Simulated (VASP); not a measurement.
Given:

```
CELL_PARAMETERS angstrom
      4.83093     0.00000     0.00000
      0.00000     4.83093     0.00000
      0.00000     0.00000     3.23971
ATOMIC_POSITIONS crystal
  Zn 0.00000 0.00000 0.00000
  Zn 0.50000 0.50000 0.50000
  F  0.30263 0.30263 0.00000
  F  0.80263 0.19737 0.50000
  F  0.19737 0.80263 0.50000
  F  0.69737 0.69737 0.00000
```

Calculation: vdW-DF2, VASP's PBE PAW potentials (set 64) (plane waves; VASP). Numerical set-up: 520 eV cut-off, Gaussian smearing of 0.050 eV, potentials Zn F.

**Question.** Give the energies of bands 15 to 28 at the high-symmetry points, in eV from the valence-band maximum.

**Answer.** 
```json
[
 {"band": "15", "Γ": "-2.69", "X": "-2.63", "M": "-2.63", "Z": "-2.81", "R": "-2.83", "A": "-2.82"},
 {"band": "16", "Γ": "-2.69", "X": "-2.63", "M": "-2.63", "Z": "-2.81", "R": "-2.83", "A": "-2.82"},
 {"band": "17", "Γ": "-2.59", "X": "-1.83", "M": "-2.04", "Z": "-2.33", "R": "-2.67", "A": "-2.29"},
 {"band": "18", "Γ": "-2.48", "X": "-1.83", "M": "-2.04", "Z": "-2.33", "R": "-2.67", "A": "-2.29"},
 {"band": "19", "Γ": "-1.52", "X": "-1.65", "M": "-1.66", "Z": "-1.34", "R": "-2.36", "A": "-1.13"},
 {"band": "20", "Γ": "-1.45", "X": "-1.65", "M": "-1.66", "Z": "-1.34", "R": "-2.36", "A": "-1.13"},
 {"band": "21", "Γ": "-1.05", "X": "-1.19", "M": "-1.56", "Z": "-1.18", "R": "-1.26", "A": "-1.07"},
 {"band": "22", "Γ": "-1.05", "X": "-1.19", "M": "-1.56", "Z": "-1.18", "R": "-1.26", "A": "-1.07"},
 {"band": "23", "Γ": "-0.74", "X": "-0.51", "M": "-0.92", "Z": "-1.13", "R": "-1.03", "A": "-1.06"},
 {"band": "24", "Γ": "-0.29", "X": "-0.51", "M": "-0.92", "Z": "-1.13", "R": "-1.03", "A": "-1.06"},
 {"band": "25", "Γ": "-0.29", "X": "-0.35", "M": "-0.31", "Z": "-1.05", "R": "-0.02", "A": "-0.66"},
 {"band": "26", "Γ": "0.00", "X": "-0.35", "M": "-0.31", "Z": "-1.05", "R": "-0.02", "A": "-0.66"},
 {"band": "27", "Γ": "3.31", "X": "5.78", "M": "6.55", "Z": "7.69", "R": "8.09", "A": "7.56"},
 {"band": "28", "Γ": "8.65", "X": "5.78", "M": "6.55", "Z": "7.69", "R": "8.09", "A": "7.56"}
]
```

The gap is direct, 3.31 eV, from the valence maximum at Γ to the conduction minimum at Γ.

Measured: gap 7.50 eV (computed value off by -4.19 eV), as given by Dominik Kurzydłowski et al., Inorganic Chemistry (2020), arXiv:1912.01850 [midpoint of the printed range].

The compound is ZnF2 in the rutile structure. It was relaxed first, which changed the volume by +9 %.
